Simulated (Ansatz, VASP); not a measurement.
# Cross-check of In between VASP and Ansatz, part 3 of 3

One calculation is typed for both programs; each brings its own data sets. How far apart do they land? Of the first pair: The structure shown is frame 200 of Ansatz's trajectory.

VASP 6.6.1 and Ansatz 0.2.0.

So far. Step 6 (VASP: single point, PBE, pair 2): The run ends at a pressure of -1.34 GPa, with forces up to 0.76 eV/Å.

### 8. Ansatz: dynamics, PBE

Level of this step: Ansatz beside VASP: Kohn-Sham DFT, plane waves, PBE (Ansatz).

One frame of this run of dynamics is then solved in both programs, so the motion causes no difference.

The structure compared here is frame 600 of Ansatz's trajectory.

File input.yaml:

```yaml
crystal:
  lattice:
    - [7.5852, 0.0, 0.0]
    - [0.0, 7.5852, 0.0]
    - [0.0, 0.0, 7.5852]
  atoms:
    - { symbol: In, position: [0.29006, 0.25851, 0.8516] }
    - { symbol: In, position: [0.12977, 0.56078, 0.69742] }
    - { symbol: In, position: [0.09453, 0.13391, 0.14558] }
    - { symbol: In, position: [0.69632, 0.53229, 0.13885] }
    - { symbol: In, position: [0.4823, 0.56847, 0.44393] }
    - { symbol: In, position: [0.80908, 0.06963, 0.64918] }
    - { symbol: In, position: [0.4315, 0.20799, 0.35641] }
    - { symbol: In, position: [0.45438, 0.91964, 0.00706] }
    - { symbol: In, position: [0.22235, 0.85237, 0.35673] }
    - { symbol: In, position: [0.72121, 0.15411, 0.12542] }
    - { symbol: In, position: [0.1341, 0.92813, 0.76968] }
    - { symbol: In, position: [0.88924, 0.69238, 0.41695] }
    - { symbol: In, position: [0.47443, 0.58428, 0.84178] }
    - { symbol: In, position: [0.47847, 0.89537, 0.62642] }
    - { symbol: In, position: [0.77571, 0.44191, 0.67105] }
    - { symbol: In, position: [0.27012, 0.4983, 0.14353] }
kpoints:
  mp_grid: { grid: [1, 1, 1] }
hamiltonian:
  xc: pbe
scf:
  occupations: { method: fermi_dirac, width: 0.05 }
output:
  forces: true
  stress: true
md:
  timestep: 5.0
  n_steps: 600
  ensemble: nvt_nose_hoover
  temperature: 973
  initial_velocities: maxwell_boltzmann
  seed: 5
  temperature_schedule:
    - { n_steps: 75, end_temperature: 973 }
    - { n_steps: 75, end_temperature: 473 }
```

Command:

```console
$ ansatz run input.yaml --threads 8 --pin off --max-ram 15360MiB --backend cpu --events-out ev --progress --plain --runs-dir out
```

Numbers of over 12 decimals in the logs are rounded to 6 here.

The program printed:

```text
[...]
Crystal: 16 atoms, lattice volume = 436.416 Å³
Basis set: ecut = 420 eV, 8409 PW (Γ), exchange–correlation on 108×108×108 points (8 copies of the dense FFT grid, shifted against one another)
Bands: 125, of which v1, the nominal top of the filled ones, is band 104 counted from 1 (103 counted from 0)
Symmetry: 1 space group operations
k-points: 1
[...]
atom  16  In    -0.02548831    -0.40482232     0.15339594
  max |Σ_I F_I| component: 1.59e-6 eV/Å
--- Stress (GPa, compression-positive) ---
       -1.603321      -0.979424       1.738224
       -0.979424      -1.726697      -1.194817
        1.738224      -1.194817      -1.422489
  P = ⅓ Tr σ = -1.5842 GPa (-15.842 kbar)
--- MD trajectory: 600 steps, t = 0.0 → 3000.0 fs ---
[...]
conserved energy: peak-to-peak 1.328e-2 eV (8.300e-4 eV/atom) over 3000.0 fs
[key lines of the parts left out:]
SCF converged after 6 iterations
Free energy (F): -89573.295314 eV
Fermi energy:    9.757809 eV
```

### 9. VASP: single point, PBE, pair 3

The same cell, functional, mesh and smearing now go to VASP, with its own data sets.

File INCAR:

```
SYSTEM = In
PREC = Accurate
ENCUT = 400
EDIFF = 1E-06
NELM = 120
ISMEAR = -1
SIGMA = 0.05
LREAL = .FALSE.
ALGO = Normal
GGA = PE
NBANDS = 128
LORBIT = 11
LWAVE = .FALSE.
LCHARG = .FALSE.
ISIF = 2
LASPH = .TRUE.
GGA_COMPAT = .FALSE.
EFERMI = MIDGAP
```

File POSCAR:

```
In
1.0
    7.5852000000      0.0000000000      0.0000000000
    0.0000000000      7.5852000000      0.0000000000
    0.0000000000      0.0000000000      7.5852000000
In
16
Direct
    0.2360122344      0.1835020830      0.8933053842
    0.2310683964      0.7084058430      0.8680061172
    0.9961108474      0.9549121974      0.1478668987
    0.7823261087      0.6756578600      0.8768391077
    0.5460370195      0.4765991668      0.1725729051
    0.7654643253      0.2330195644      0.9017560513
    0.2732294468      0.2154722354      0.3044217687
    0.5569398302      0.9270421347      0.1249406739
    0.2606259558      0.7354057902      0.3562068238
    0.7605995887      0.2380820545      0.4069240099
    0.0677503560      0.9565733270      0.6222116754
    0.7593603333      0.7451220798      0.3987106470
    0.4976137742      0.4382745346      0.6852291304
    0.5364130148      0.9313663450      0.6916363445
    0.0536571218      0.4014923799      0.6279465274
    0.0303617571      0.4771660602      0.1630280019
```

File KPOINTS:

```
Automatic mesh
0
Gamma
1 1 1
0 0 0
```

The projector-augmented-wave data sets are In_d (PBE family, release 64).

Command:

```console
$ mpirun -np 4 vasp_gam
```

The program printed:

```text
[... set-up lines as in an earlier step ...]
 entering main loop
       N       E                     dE             d eps       ncg     rms          rms(c)
DAV:   1     0.277245827182E+04    0.27725E+04   -0.89647E+04   256   0.224E+03
DAV:   2     0.473597117443E+03   -0.22989E+04   -0.22475E+04   256   0.629E+02
DAV:   3    -0.201503956927E+01   -0.47561E+03   -0.45157E+03   256   0.253E+02
DAV:   4    -0.472583247991E+02   -0.45243E+02   -0.43386E+02   312   0.844E+01
[...]
DAV:  13    -0.487254471148E+02   -0.12536E-05   -0.65989E-06   296   0.351E-02    0.510E-03
DAV:  14    -0.487254485421E+02   -0.14273E-05   -0.57085E-06   264   0.149E-02    0.306E-03
DAV:  15    -0.487254482184E+02    0.32368E-06   -0.37192E-07   168   0.644E-03
   1 F= -.48725448E+02 E0= -.48724514E+02  d E =-.186768E-02
```

OUTCAR, selected parts (step 9):

```text
  Total       -4.4956453     -4.8315537     -3.9998437     -2.6537408     -3.2416857      4.7251442
  in kB      -16.5044672    -17.7376585    -14.6842746     -9.7424453    -11.9009156     17.3470066
  external PRESSURE =     -16.3088001 kB  Pullay stress =       0.0000000 kB

 POSITION                                       TOTAL-FORCE (eV/Angst)
 -----------------------------------------------------------------------------------
      1.79020      1.39190      6.77590         0.030247      0.582234     -0.028448
      1.75270      5.37340      6.58400        -0.079855      0.166821     -0.053689
      7.55570      7.24320      1.12160         0.068785     -0.311158      0.169124
      5.93410      5.12500      6.65100        -0.110683      0.434129     -0.833752
      4.14180      3.61510      1.30900         0.158360     -0.499719      0.139078
      5.80620      1.76750      6.84000        -0.271465      0.163308     -0.602409
      2.07250      1.63440      2.30910         0.243186     -0.060259      0.511327
      4.22450      7.03180      0.94770         0.093895      0.259158      0.395325
      1.97690      5.57820      2.70190         0.054768      0.234017      0.000683
      5.76930      1.80590      3.08660        -0.758865     -0.044570     -0.334901
      0.51390      7.25580      4.71960        -0.266002     -0.298724      0.099250
      5.75990      5.65190      3.02430        -0.127837      0.035973      0.317588
      3.77450      3.32440      5.19760         0.560293     -0.423536     -0.045963
      4.06880      7.06460      5.24620         0.285130      0.022538     -0.073395
      0.40700      3.04540      4.76310         0.145794      0.145018      0.187291
      0.23030      3.61940      1.23660        -0.025751     -0.405230      0.152890
 -----------------------------------------------------------------------------------
    total drift:                                0.001631      0.003268      0.000546

  FREE ENERGIE OF THE ION-ELECTRON SYSTEM (eV)
  ---------------------------------------------------
  free  energy   TOTEN  =       -48.7254482184 eV

  energy  without entropy=      -48.7235805380  energy(sigma->0) =      -48.72451438

[... 2 parts as in an earlier step ...]

[... 1 further part left out ...]
[key lines of the parts left out:]
E-fermi :   7.1334
```

The run ends at a pressure of -1.63 GPa, with forces up to 0.95 eV/Å.

### 10. Comparison

Forces on 8 of the 16 atoms, those with the largest forces and the largest differences (eV/Å; atoms numbered as in POSCAR):

| atom | Ansatz x, y, z | VASP x, y, z |
| --- | --- | --- |
| In1 | 0.029, 0.581, -0.028 | 0.030, 0.582, -0.028 |
| In4 | -0.110, 0.433, -0.833 | -0.111, 0.434, -0.834 |
| In5 | 0.158, -0.499, 0.139 | 0.158, -0.500, 0.139 |
| In6 | -0.270, 0.164, -0.600 | -0.271, 0.163, -0.602 |
| In7 | 0.244, -0.061, 0.510 | 0.243, -0.060, 0.511 |
| In10 | -0.757, -0.045, -0.335 | -0.759, -0.045, -0.335 |
| In13 | 0.558, -0.423, -0.046 | 0.560, -0.424, -0.046 |
| In14 | 0.283, 0.023, -0.072 | 0.285, 0.023, -0.073 |

The forces differ by 1.0 meV/Å r.m.s., which is 0.3 % of the r.m.s. force of 0.310 eV/Å (both taken over all components).

### 11. Results

```yaml
r_m_s_force_difference_single_point_pbe_pair_1: 0.45 % of the r.m.s. force
r_m_s_force_difference_single_point_pbe_pair_2: 0.44 % of the r.m.s. force
r_m_s_force_difference_single_point_pbe_pair_3: 0.31 % of the r.m.s. force
```

**Reading.** The r.m.s. force difference is 0.45 % of the r.m.s. force (single point, PBE, pair 1), within the 3 % picked in this series as the mark of a large difference. Such differences can come from data sets, numerical settings and the points named under the comparisons, not from the functional's error against experiment.

[Lines on the potential files, build, host, timing and source positions are cut from VASP's logs without a mark.]

[Logs are printed without paths, hosts, clocks, repeated set-up lines and the standing remarks that a program may print on its own settings, such as how far it seeks lower states.]

[Hosts, paths, dates, database ids (printed as entryN), source tags and the programs' standing remarks are cut or masked in the printed files.]
